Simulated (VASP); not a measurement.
Output of a VASP run:

**OSZICAR**
```
       N       E                     dE             d eps       ncg     rms          rms(c)
DAV:   1     0.140252860172E+02    0.14025E+02   -0.33098E+03   413   0.574E+02
DAV:   2    -0.108239813317E+01   -0.15108E+02   -0.15099E+02   441   0.125E+02
DAV:   3    -0.131081637535E+01   -0.22842E+00   -0.22841E+00   476   0.199E+01
DAV:   4    -0.131306001459E+01   -0.22436E-02   -0.22436E-02   546   0.176E+00
DAV:   5    -0.131308383864E+01   -0.23824E-04   -0.23824E-04   490   0.142E-01    0.220E-01
DAV:   6    -0.131285934626E+01    0.22449E-03   -0.46448E-04   490   0.326E-01    0.146E-01
DAV:   7    -0.131266399556E+01    0.19535E-03   -0.10115E-03   434   0.399E-01    0.126E-02
DAV:   8    -0.131265919258E+01    0.48030E-05   -0.29587E-05   553   0.116E-01    0.375E-03
DAV:   9    -0.131265853277E+01    0.65980E-06   -0.57828E-07   238   0.144E-02
   1 F= -.13126585E+01 E0= -.13026021E+01  d E =-.201128E-01
```

**OUTCAR**
```
------------------------ aborting loop because EDIFF is reached ----------------------------------------
  FORCE on cell =-STRESS in cart. coord.  units (eV):
  Direction    XX          YY          ZZ          XY          YZ          ZX
  --------------------------------------------------------------------------------------
  Total        0.0314155      0.0314155      0.0314155     -0.0000000     -0.0000000      0.0000000
  in kB        1.3923107      1.3923107      1.3923107     -0.0000000     -0.0000000      0.0000000
  external PRESSURE =       1.3923107 kB  Pullay stress =       0.0000000 kB
  volume of cell :       36.15
      direct lattice vectors                 reciprocal lattice vectors
    -2.082985000  2.082985000  2.082985000     0.000000000  0.240040135  0.240040135
     2.082985000 -2.082985000  2.082985000     0.240040135  0.000000000  0.240040135
     2.082985000  2.082985000 -2.082985000     0.240040135  0.240040135  0.000000000
 POSITION                                       TOTAL-FORCE (eV/Angst)
 -----------------------------------------------------------------------------------
      0.00000      0.00000      0.00000        -0.000000      0.000000      0.000000
 -----------------------------------------------------------------------------------
    total drift:                                0.000000     -0.000000     -0.000000
  FREE ENERGIE OF THE ION-ELECTRON SYSTEM (eV)
  ---------------------------------------------------
  free  energy   TOTEN  =        -1.3126585328 eV

  energy  without entropy=       -1.2925456936  energy(sigma->0) =       -1.30260211
```
(Selected blocks of OUTCAR.)

**POSCAR**
```
Na
1
   -2.0829850000     2.0829850000     2.0829850000
    2.0829850000    -2.0829850000     2.0829850000
    2.0829850000     2.0829850000    -2.0829850000
Na
1
Direct
  0.0000000000   0.0000000000   0.0000000000
```

### Question
Reconstruct the remaining input files.

### Answer
This is not unique; one that fits is the input of the run itself, PBE GGA, plane waves, VASP's PBE PAW potentials (set 64).

### KPOINTS
```
Automatic mesh
0
Gamma
8 8 8
0 0 0
```

**INCAR**
```
SYSTEM = Na
PREC = Accurate
ENCUT = 300
EDIFF = 1E-6
NELM = 100
ALGO = Normal
LREAL = .FALSE.
LASPH = .TRUE.
ISMEAR = -1
SIGMA = 0.1
GGA = PE
LWAVE = .FALSE.
LCHARG = .FALSE.
ISIF = 2
```

POTCAR, in this order: Na_pv (PBE.64 set). Program: vasp_std.

At this cut-off the stress carries a Pulay error, which pulls relaxed volumes low.

The structure comes from a computed database's Na entry; how it stands against other phases isn't given here. The cell was not relaxed at this level.
